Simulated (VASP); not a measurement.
Write the native input for VASP 6.6.1 that does the following.

```
Task                   : relaxation of cell and atoms
Functional             : PBE
Potentials or basis    : VASP PAW PBE potentials, release 64 (Na_pv, B)
Cutoff                 : 600 eV
k mesh                 : 7 × 7 × 7
Occupations            : methfessel-paxton, width 0.1 eV
Spin                   : no spin polarisation
Further INCAR settings : ALGO = Fast; EDIFF = 1e-07; IBRION = 2; EDIFFG = -0.005; NSW = 60; ISIF = 3
```

The structure of Na2B lies in POSCAR:

```
Na2B
1.0
    2.7127986800     -2.8034367100      0.0000000000
    2.7127986800      2.8034367100      0.0000000000
    0.0000000000      0.0000000000      3.6709346900
Na B
2 1
Direct
    0.0000000000      0.5000000000      0.5000000000
    0.5000000000      0.0000000000      0.5000000000
    0.0000000000      0.0000000000      0.5000000000
```

The cell was built by a generator and needn't be a form met in nature.

These files were run (other wordings do the same):

INCAR

```
SYSTEM = Na2B
ALGO = Fast
EDIFF = 1E-7
EDIFFG = -0.005
ENCUT = 600
GGA = PE
IBRION = 2
ISIF = 3
ISMEAR = 1
LASPH = .TRUE.
LCHARG = .FALSE.
LREAL = .FALSE.
LWAVE = .FALSE.
NELM = 100
NSW = 60
PREC = Accurate
SIGMA = 0.1
```

KPOINTS

```
k-points
0
G
  7 7 7
  0 0 0
```

Potentials or basis: VASP PAW PBE potentials, release 64 (Na_pv, B).

Run with:

```sh
$ cat potpaw_PBE.64/Na_pv/POTCAR potpaw_PBE.64/B/POTCAR > POTCAR
$ mpirun -np 1 vasp_std > vasp.out
```

It gave:

```
Relaxed volume                         : 23.22 Å³/atom
Relaxed cell                           : a = 5.161 Å, b = 5.161 Å, c = 2.616 Å, α = 90.00°, β = 90.00°, γ = 90.15°
Space group after relaxing (to 0.05 Å) : P4/mmm (No. 123)
Energy gained by relaxing              : 1632.0 meV/atom
Ionic steps                            : 19
Pressure after relaxing                : 0.0 GPa
Band gap on the k mesh                 : none (metal or under the smearing width)
```

Caveat: the volume moved by over 15 % at a fixed basis, so the end points are rough.

Run time: 6.2 min on 1 thread of AMD EPYC 9R45 96-Core Processor (Zen 5) (shared host), peak memory 0.18 GiB.
